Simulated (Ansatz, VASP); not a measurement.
One calculation of MgSc2C2, two programs

```xyz
5
Lattice="4.6051 0.0000 0.0000 0.0000 4.6051 0.0000 0.0000 0.0000 4.3760" Properties=species:S:1:pos:R:3 pbc="T T T"
Mg    0.0000    0.0000    2.1880
Sc    0.0000    2.3026    0.0000
Sc    2.3026    0.0000    0.0000
C     0.0000    2.3026    2.1880
C     2.3026    0.0000    2.1880
```

Alike in both runs: functional PBE; k mesh 8 × 8 × 8; occupations gaussian, width 0.1 eV; no spin polarisation.

Ansatz relaxed the structure, and its values are those at the end. VASP's run is a single point on that final structure, the one shown.

|  | VASP | Ansatz |
| --- | --- | --- |
| version | VASP 6.6.1 | Ansatz 0.2.0 |
| potentials or method | VASP PAW PBE potentials, release 64 (Mg, Sc_sv, C) | scalar-relativistic, plane waves, PAW |
| plane-wave cutoff (eV) | 520 | 420 |
| valence electrons in the cell | 32 | 40 |

```tsv
	VASP	Ansatz	Ansatz less VASP
gap on the k mesh at the Fermi level (eV)	none	none	-
pressure (GPa)	0.1	0.0	-0.08
```

A gap of «none» marks a metal or a gap that the smearing closes. The functional is the same, so the differences come from potentials, cutoffs and numerics. The two sets of potentials don't hold the same shells in valence.
